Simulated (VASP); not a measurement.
A run of VASP 6.6.1 is set up as follows.

File INCAR:

```
SYSTEM = ScIn3N2
PREC = Accurate ; ENCUT = 520
EDIFF = 1E-7 ; ISMEAR = 0
SIGMA = 0.1 ; LREAL = .FALSE.
LASPH = .TRUE. ; NELM = 120
ALGO = Normal ; ISIF = 3
LWAVE = .FALSE. ; LCHARG = .FALSE.
GGA = PE ; IBRION = 2
NSW = 60 ; EDIFFG = -0.005
POTIM = 0.3 ; KPAR = 4
```

KPOINTS

```
regular mesh
0
G
  10 10 4
  0 0 0
```

File POSCAR:

```
ScIn3N2                                 
1.0
    3.3123760392      0.0000000000     -0.0000000000
   -1.6561880196      2.8686017981      0.0000000000
    0.0000000000      0.0000000000     11.2427092188
  Sc              In              N             
     1     3     2
Direct
     0.0000000000000000    0.0000000000000000    0.0000000000000000
     0.6666666699999979    0.3333333300000021    0.2360736764219197
     0.3333333300000021    0.6666666699999979    0.7639263235780803
     0.0000000000000000    0.0000000000000000    0.5000000000000000
     0.6666666699999979    0.3333333300000021    0.8905618680548466
     0.3333333300000021    0.6666666699999979    0.1094381319451534
```

Potentials or basis: VASP PAW PBE potentials, release 64 (Sc_sv, In_d, N).

Run with:

```bash
$ cat potpaw_PBE.64/Sc_sv/POTCAR potpaw_PBE.64/In_d/POTCAR potpaw_PBE.64/N/POTCAR > POTCAR
$ mpirun -np 4 vasp_std > vasp.out
```

Q: Estimate the band gap on the k mesh.

A: None (metal or under the smearing width).

Final structure:
```
Sc In N
1.0
     3.31238    0.00000    0.00000
    -1.65619    2.86860    0.00000
     0.00000    0.00000   11.24271
Sc In N
1 3 2
Direct
  0.00000 0.00000 0.00000
  0.66667 0.33333 0.23607
  0.33333 0.66667 0.76393
  0.00000 0.00000 0.50000
  0.66667 0.33333 0.89056
  0.33333 0.66667 0.10944
```

Caveat: the relaxation stopped at its first step, so nothing moved.
